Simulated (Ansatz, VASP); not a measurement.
# SnTe: VASP beside Ansatz

One calculation is typed for both programs; each brings its own data sets. How far apart do they land? The cell is taken from a series of runs on this material, whose earlier steps may have relaxed, scaled, displaced or heated it; both programs get it as it stands.

Calculated with Ansatz 0.2.0; plane waves, with VASP 6.6.1 beside it; zone-centre phonons at r2SCAN.

**1. Starting point**

Symmetry: Fm-3m, No. 225, cubic system. Conventional cell: a = 6.370 Å, b = 6.370 Å, c = 6.370 Å, α = 90.00°, β = 90.00°, γ = 90.00°. Nearest to Sn lie 6 Te at 3.19 Å. Te has 6 Sn at 3.19 Å nearest. Farther neighbours and most contacts between anions are not listed.

**2. VASP: zone-centre phonons, r2SCAN**

Second derivatives magnify differences that forces hide, and they need a tight electronic threshold.

Lines of VASP's logs that name or quote its potential files are left out, and so is its time.

INCAR

```
SYSTEM = SnTe
PREC = Accurate
ENCUT = 550
EDIFF = 1E-08
NELM = 120
ISMEAR = 0
SIGMA = 0.01
LREAL = .FALSE.
ALGO = Normal
METAGGA = R2SCAN
LASPH = .TRUE.
NBANDS = 16
LORBIT = 11
LWAVE = .FALSE.
LCHARG = .FALSE.
ISIF = 2
IBRION = 6
NFREE = 2
POTIM = 0.015
NSW = 1
GGA_COMPAT = .FALSE.
EFERMI = MIDGAP
LMIXTAU = .TRUE.
KPAR = 2
```

POSCAR

```
SnTe
1.0
    0.0000000000      3.1850206272      3.1850206272
    3.1850206272      0.0000000000      3.1850206272
    3.1850206272      3.1850206272      0.0000000000
Sn Te
1 1
Direct
    0.0000000000      0.0000000000      0.0000000000
    0.5000000000      0.5000000000      0.5000000000
```

KPOINTS

```
Automatic mesh
0
Gamma
12 12 12
0 0 0
```

PAW data sets: Sn_d and Te (PBE family, release 64).

Started as:

```
$ mpirun -np 2 vasp_std
```

Numbers of over 12 decimals in the logs are rounded to 6 here.

The log of the run:

```text
[banner, memory and clock lines left out]
running    2 mpi-ranks, on    1 nodes
 distrk:  each k-point on    1 cores,    2 groups
 distr:  one band on    1 cores,    1 groups

 POSCAR found type information on POSCAR SnTe
 POSCAR found :  2 types and       2 ions
|                                                                             |
|               ----> ADVICE to this user running VASP <----                  |
|                                                                             |
|     You enforced a specific xc type in the INCAR file but a different       |
|     [... a line on the potential file left out ...]
|     I HOPE YOU KNOW WHAT YOU ARE DOING!                                     |
|                                                                             |

 LDA part: xc-table for (None), standard interpolation
 POSCAR, INCAR and KPOINTS ok, starting setup
 FFT: planning ... GRIDC
 FFT: planning ... GRID_SOFT
 FFT: planning ... GRID
 WAVECAR not read
 entering main loop
       N       E                     dE             d eps       ncg     rms          rms(c)
DAV:   1     0.814460645554E+02    0.81446E+02   -0.10112E+04  2312   0.151E+03
DAV:   2    -0.430065589208E+02   -0.12445E+03   -0.12148E+03  2504   0.364E+02
DAV:   3    -0.535021799431E+02   -0.10496E+02   -0.10441E+02  2856   0.917E+01
DAV:   4    -0.537837749095E+02   -0.28159E+00   -0.28152E+00  2776   0.163E+01
DAV:   5    -0.537964450134E+02   -0.12670E-01   -0.12670E-01  3488   0.317E+00    0.429E+00
DAV:   6    -0.506058870966E+02    0.31906E+01   -0.88550E-01  2888   0.141E+01    0.328E+00
DAV:   7    -0.505142260460E+02    0.91661E-01   -0.75967E-01  2568   0.818E+00    0.102E+00
DAV:   8    -0.506390739314E+02   -0.12485E+00   -0.61026E-01  2336   0.545E+00    0.486E-01
DAV:   9    -0.506697743267E+02   -0.30700E-01   -0.22080E-02  2952   0.105E+00    0.501E-01
DAV:  10    -0.506595972732E+02    0.10177E-01   -0.48425E-03  2600   0.435E-01    0.660E-01
DAV:  11    -0.506875716844E+02   -0.27974E-01   -0.95233E-02  2480   0.193E+00    0.146E-01
DAV:  12    -0.506896146013E+02   -0.20429E-02   -0.48165E-03  2720   0.469E-01    0.137E-01
DAV:  13    -0.506876940143E+02    0.19206E-02   -0.13875E-03  2736   0.282E-01    0.298E-01
DAV:  14    -0.506900410948E+02   -0.23471E-02   -0.47941E-03  2376   0.592E-01    0.191E-02
[...]
DAV:  18    -0.506901456794E+02   -0.10100E-04   -0.48153E-05  2760   0.843E-02    0.166E-02
DAV:  19    -0.506901456029E+02    0.76580E-07   -0.43598E-06  2472   0.226E-02    0.152E-02
DAV:  20    -0.506901470417E+02   -0.14388E-05   -0.63561E-07  2704   0.989E-03    0.777E-03
DAV:  21    -0.506901472305E+02   -0.18880E-06   -0.12512E-07  2744   0.348E-03    0.425E-03
DAV:  22    -0.506901475209E+02   -0.29048E-06   -0.31159E-08  2776   0.161E-03    0.768E-04
DAV:  23    -0.506901474378E+02    0.83101E-07   -0.14681E-08  1936   0.114E-03    0.839E-04
DAV:  24    -0.506901474598E+02   -0.22019E-07   -0.27538E-09  1392   0.518E-04    0.768E-04
DAV:  25    -0.506901474631E+02   -0.32992E-08   -0.16902E-09  1320   0.582E-04
   1 F= -.50690147E+02 E0= -.50690147E+02  d E =-.413293E-23
[...]
2 F= -.50690206E+02 E0= -.50690206E+02  d E =-.969205E-25
[...]
3 F= -.50690206E+02 E0= -.50690206E+02  d E =-.969393E-25
[...]
4 F= -.50690205E+02 E0= -.50690205E+02  d E =-.967767E-25
 Finite differences progress:
  Degree of freedom:   2/  2
  Displacement:        1/  2
  Total:               3/  4
 bond charge predicted
       N       E                     dE             d eps       ncg     rms          rms(c)
DAV:   1    -0.506883950047E+02    0.18098E-02   -0.33569E-01  5352   0.214E+00    0.114E-01
DAV:   2    -0.506901095931E+02   -0.17146E-02   -0.90691E-03  5960   0.554E-01    0.475E-02
DAV:   3    -0.506901349377E+02   -0.25345E-04   -0.22677E-04  7520   0.110E-01    0.458E-02
DAV:   4    -0.506901956244E+02   -0.60687E-04   -0.12535E-04  6120   0.723E-02    0.311E-02
DAV:   5    -0.506901533009E+02    0.42324E-04   -0.75091E-05  5576   0.610E-02    0.691E-03
DAV:   6    -0.506902023213E+02   -0.49020E-04   -0.66268E-05  5528   0.515E-02    0.132E-02
DAV:   7    -0.506902046297E+02   -0.23084E-05   -0.14066E-06  6888   0.840E-03    0.661E-03
DAV:   8    -0.506902041138E+02    0.51592E-06   -0.25941E-07  6128   0.372E-03    0.496E-03
DAV:   9    -0.506902047492E+02   -0.63538E-06   -0.14481E-07  5864   0.308E-03    0.187E-03
DAV:  10    -0.506902047738E+02   -0.24590E-07   -0.24357E-08  5992   0.112E-03    0.226E-04
DAV:  11    -0.506902047725E+02    0.12815E-08   -0.67173E-09  4032   0.513E-04
   5 F= -.50690205E+02 E0= -.50690205E+02  d E =-.970246E-25
 Finite differences progress:
  Degree of freedom:   2/  2
  Displacement:        2/  2
  Total:               4/  4
```

OUTCAR, selected parts (step 2):

```text
ion  position               nearest neighbor table
   1  0.000  0.000  0.000-   2 3.19   2 3.19   2 3.19   2 3.19   2 3.19   2 3.19
   2  0.500  0.500  0.500-   1 3.19   1 3.19   1 3.19   1 3.19   1 3.19   1 3.19

  LATTYP: Found a face centered cubic cell.
 ALAT       =     6.3700412544

 Subroutine GETGRP returns: Found 48 space group operations
 (whereof 48 operations were pure point group operations)

The static configuration has the point symmetry O_h .

 Found     72 irreducible k-points:

   k-points           NKPTS =     72   k-points in BZ     NKDIM =     72   number of bands    NBANDS=     16

   dimension x,y,z NGX =    36 NGY =   36 NGZ =   36
   dimension x,y,z NGXF=    72 NGYF=   72 NGZF=   72

   ENCUT  =  550.0 eV  40.42 Ry    6.36 a.u.   8.61  8.61  8.61*2*pi/ulx,y,z

   NELECT =      20.0000    total number of electrons

 k-points in reciprocal lattice and weights: Automatic mesh
   0.00000000  0.00000000  0.00000000       0.001
   0.08333333  0.00000000  0.00000000       0.005
   0.16666667  0.00000000  0.00000000       0.005
   0.25000000  0.00000000  0.00000000       0.005
   0.33333333  0.00000000  0.00000000       0.005
   0.41666667  0.00000000  0.00000000       0.005
   0.50000000  0.00000000  0.00000000       0.002
   0.08333333  0.08333333  0.00000000       0.003
   0.16666667  0.08333333  0.00000000       0.014
[...]
-0.33333333  0.50000000  0.16666667       0.007
  -0.25000000  0.50000000  0.25000000       0.003

 average (electrostatic) potential at core
       1-106.6018       2 -93.0801

 E-fermi :   6.6836

 k-point     1 :       0.0000    0.0000    0.0000
  band No.  band energies     occupation
    ...
      6      -6.6390      2.00000
      7       1.7420      2.00000
      8       4.2177      2.00000
      9       4.2184      2.00000
     10       4.2184      2.00000
     11       9.9790      0.00000
     12       9.9790      0.00000
     13       9.9811      0.00000
     14      11.6419      0.00000
     15      11.6433      0.00000
    ...

 k-point     2 :       0.0833    0.0000    0.0000
  band No.  band energies     occupation
    ...
      6      -6.5797      2.00000
      7       1.3662      2.00000
      8       4.2298      2.00000
      9       4.2303      2.00000
     10       4.5062      2.00000
     11       9.6309      0.00000
     12       9.6311      0.00000
     13       9.6763      0.00000
     14      11.5957      0.00000
     15      11.7893      0.00000
    ...

 k-point     3 :       0.1667    0.0000    0.0000
  band No.  band energies     occupation
    ...
      6      -6.4062      2.00000
      7       0.5647      2.00000
      8       4.2685      2.00000
      9       4.2691      2.00000
     10       5.0491      2.00000
     11       8.9137      0.00000
     12       8.9141      0.00000
     13       9.0206      0.00000
     14      11.6512      0.00000
     15      12.2038      0.00000
    ...

  Total        0.0022876      0.0005709      0.0005709      0.0000000      0.0000000      0.0000000
  in kB        0.0567192      0.0141543      0.0141543      0.0000000      0.0000000      0.0000000
  external PRESSURE =       0.0283426 kB  Pullay stress =       0.0000000 kB

  energy-cutoff  :      550.00
  volume of cell :       64.62
      direct lattice vectors                 reciprocal lattice vectors
     0.000000000  3.185020627  3.185020627    -0.156984855  0.156984855  0.156984855
     3.185020627  0.000000000  3.185020627     0.156984855 -0.156984855  0.156984855
     3.185020627  3.185020627  0.000000000     0.156984855  0.156984855 -0.156984855

 POSITION                                       TOTAL-FORCE (eV/Angst)
 -----------------------------------------------------------------------------------
      0.00000      0.00000      0.00000         0.007587      0.000000      0.000000
      3.17002      3.18502      3.18502        -0.007587      0.000000      0.000000
 -----------------------------------------------------------------------------------
    total drift:                                0.000011     -0.000000     -0.000000

  FREE ENERGIE OF THE ION-ELECTRON SYSTEM (eV)
  ---------------------------------------------------
  free  energy   TOTEN  =       -50.6902047725 eV

  energy  without entropy=      -50.6902047725  energy(sigma->0) =      -50.69020477

 Eigenvectors and eigenvalues of the dynamical matrix
 ----------------------------------------------------

   1 f  =    0.002332 THz     0.014652 2PiTHz    0.077786 cm-1     0.009644 meV
             X         Y         Z           dx          dy          dz
      0.000000  0.000000  0.000000     0.000000   -0.695415    0.000000
      3.185021  3.185021  3.185021     0.000000   -0.718609    0.000000

   2 f  =    0.002332 THz     0.014652 2PiTHz    0.077786 cm-1     0.009644 meV
             X         Y         Z           dx          dy          dz
      0.000000  0.000000  0.000000    -0.695415    0.000000    0.000000
      3.185021  3.185021  3.185021    -0.718609    0.000000    0.000000

   3 f  =    0.002332 THz     0.014652 2PiTHz    0.077786 cm-1     0.009644 meV
             X         Y         Z           dx          dy          dz
      0.000000  0.000000  0.000000     0.000000    0.000000   -0.695415
      3.185021  3.185021  3.185021     0.000000    0.000000   -0.718609

   4 f/i=    1.414136 THz     8.885281 2PiTHz   47.170513 cm-1     5.848396 meV
             X         Y         Z           dx          dy          dz
      0.000000  0.000000  0.000000     0.000000    0.718609    0.000000
      3.185021  3.185021  3.185021     0.000000   -0.695415    0.000000

   5 f/i=    1.414136 THz     8.885281 2PiTHz   47.170513 cm-1     5.848396 meV
             X         Y         Z           dx          dy          dz
      0.000000  0.000000  0.000000     0.000000    0.000000   -0.718609
      3.185021  3.185021  3.185021     0.000000    0.000000    0.695415

   6 f/i=    1.414136 THz     8.885281 2PiTHz   47.170513 cm-1     5.848396 meV
             X         Y         Z           dx          dy          dz
      0.000000  0.000000  0.000000    -0.718609    0.000000    0.000000
      3.185021  3.185021  3.185021     0.695415    0.000000    0.000000

 ELASTIC MODULI CONTR FROM IONIC RELAXATION (kBar)
 Direction    XX          YY          ZZ          XY          YZ          ZX
 --------------------------------------------------------------------------------
 XX           0.0000      0.0000      0.0000      0.0000      0.0000      0.0000
 YY           0.0000      0.0000      0.0000      0.0000      0.0000      0.0000
 ZZ           0.0000      0.0000      0.0000      0.0000      0.0000      0.0000
 XY           0.0000      0.0000      0.0000      0.0000      0.0000      0.0000
 YZ           0.0000      0.0000      0.0000      0.0000      0.0000      0.0000
 ZX           0.0000      0.0000      0.0000      0.0000      0.0000      0.0000
 --------------------------------------------------------------------------------

 total charge
# of ion       s       p       d       tot
------------------------------------------
    1        1.349   0.730   9.978  12.058
    2        1.381   2.004   0.028   3.413
--------------------------------------------------
tot          2.730   2.734  10.006  15.470

[... 3 further parts left out ...]
```

CONTCAR:

```
SnTe
   1.00000000000000
     0.0000000000000000    3.1850206272000001    3.1850206272000001
     3.1850206272000001    0.0000000000000000    3.1850206272000001
     3.1850206272000001    3.1850206272000001    0.0000000000000000
  Sn              Te
     1     1
Direct
     0.0000000000000000    0.0000000000000000    0.0000000000000000
     0.5023547728187222    0.4976452271812778    0.4976452271812778
```

Levels, forces or a CONTCAR printed for this step are those of its last displaced cell, not of the structure at rest.

(Continued in part 2 of 2.)

[Lines on the potential files, build, host, timing and source positions are cut from VASP's logs without a mark.]

[Logs are printed without paths, hosts, clocks, repeated set-up lines and the standing remarks that a program may print on its own settings, such as how far it seeks lower states.]

[Hosts, paths, dates, database ids (printed as entryN), source tags and the programs' standing remarks are cut or masked in the printed files.]
